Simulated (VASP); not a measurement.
Computed with LDA (Ceperley-Alder, Perdew-Zunger), VASP's LDA PAW potentials (set 64) (plane waves; VASP).

Input for VASP

File KPOINTS:
```
K-points
0
gamma
5 5 8
0 0 0
```

**INCAR**
```
LASPH=T
LWAVE=F
LREAL=F   ! projection in real space or not
LMAXMIX=4   ! l cut-off of mixed one-centre charges
SIGMA=0.136   ! width (eV)
ENCUT=400   ! plane-wave cut-off (eV)
ALGO=Normal   ! blocked Davidson
PREC=Accurate
NELM=100   ! most electronic steps
EDIFF=1E-6
ISIF=2   ! forces and stress, cell fixed
SYSTEM=PbO2
LCHARG=F
ISMEAR=-1
NBANDS=58
```

### POSCAR
```
PbO2
1
    5.0803740000     0.0000000000     0.0000000000
    0.0000000000     5.0803740000     0.0000000000
    0.0000000000     0.0000000000     3.4672940000
Pb O
2 4
Direct
  0.0000000000   0.0000000000   0.0000000000
  0.5000000000   0.5000000000   0.5000000000
  0.3074300000   0.3074300000   0.0000000000
  0.6925700000   0.6925700000   0.0000000000
  0.1925700000   0.8074300000   0.5000000000
  0.8074300000   0.1925700000   0.5000000000
```

POTCAR, in this order: Pb_d O (LDA.64 set). Program: vasp_std.

The run wrote:

**OSZICAR**
```
       N       E                     dE             d eps       ncg     rms          rms(c)
DAV:   1     0.574419330541E+03    0.57442E+03   -0.18544E+04  3656   0.890E+02
DAV:   2     0.408917989617E+02   -0.53353E+03   -0.47888E+03  3688   0.301E+02
DAV:   3    -0.385284683873E+02   -0.79420E+02   -0.76824E+02  3858   0.119E+02
DAV:   4    -0.417092767737E+02   -0.31808E+01   -0.31720E+01  4272   0.261E+01
DAV:   5    -0.418015067241E+02   -0.92230E-01   -0.92208E-01  4640   0.466E+00    0.130E+01
DAV:   6    -0.367334320123E+02    0.50681E+01   -0.68892E+00  5462   0.286E+01    0.463E+00
DAV:   7    -0.366219477180E+02    0.11148E+00   -0.12071E+00  4352   0.598E+00    0.273E+00
DAV:   8    -0.365480732392E+02    0.73874E-01   -0.40224E-01  3976   0.289E+00    0.126E+00
DAV:   9    -0.365239383477E+02    0.24135E-01   -0.41164E-02  5216   0.143E+00    0.144E-01
DAV:  10    -0.365245853306E+02   -0.64698E-03   -0.68967E-03  4160   0.351E-01    0.600E-02
DAV:  11    -0.365246060876E+02   -0.20757E-04   -0.12252E-04  5232   0.509E-02    0.374E-02
DAV:  12    -0.365245920827E+02    0.14005E-04   -0.27847E-05  4400   0.257E-02    0.485E-03
DAV:  13    -0.365245922907E+02   -0.20799E-06   -0.94896E-07  3464   0.676E-03
   1 F= -.36524592E+02 E0= -.36498151E+02  d E =-.528830E-01
```

**OUTCAR**
```
------------------------ aborting loop because EDIFF is reached ----------------------------------------
  FORCE on cell =-STRESS in cart. coord.  units (eV):
  Direction    XX          YY          ZZ          XY          YZ          ZX
  --------------------------------------------------------------------------------------
  Total       -7.4435015     -7.4435015     -8.5125820      0.0000000      0.0000000      0.0000000
  in kB     -133.2618461   -133.2618461   -152.4017145      0.0000000      0.0000000      0.0000000
  external PRESSURE =    -139.6418022 kB  Pullay stress =       0.0000000 kB
  volume of cell :       89.49
      direct lattice vectors                 reciprocal lattice vectors
     5.080374000  0.000000000  0.000000000     0.196835902  0.000000000  0.000000000
     0.000000000  5.080374000  0.000000000     0.000000000  0.196835902  0.000000000
     0.000000000  0.000000000  3.467294000     0.000000000  0.000000000  0.288409347
 POSITION                                       TOTAL-FORCE (eV/Angst)
 -----------------------------------------------------------------------------------
      0.00000      0.00000      0.00000        -0.000000     -0.000000      0.000000
      2.54019      2.54019      1.73365        -0.000000     -0.000000      0.000000
      1.56186      1.56186      0.00000         0.099438      0.099438      0.000000
      3.51851      3.51851      0.00000        -0.099438     -0.099438     -0.000000
      0.97833      4.10205      1.73365        -0.099438      0.099438      0.000000
      4.10205      0.97833      1.73365         0.099438     -0.099438     -0.000000
 -----------------------------------------------------------------------------------
    total drift:                               -0.000000      0.000000      0.000000
  FREE ENERGIE OF THE ION-ELECTRON SYSTEM (eV)
  ---------------------------------------------------
  free  energy   TOTEN  =       -36.5245922907 eV

  energy  without entropy=      -36.4717093253  energy(sigma->0) =      -36.49815081
```
(Selected blocks of OUTCAR.)

At this cut-off the stress carries a Pulay error, which pulls relaxed volumes low.

The structure comes from a computed database's PbO2 entry; how it stands against other phases isn't given here. The cell was not relaxed at this level. The run is one of a series of settings (NBANDS = 58 against the base run), some of them coarse on purpose.
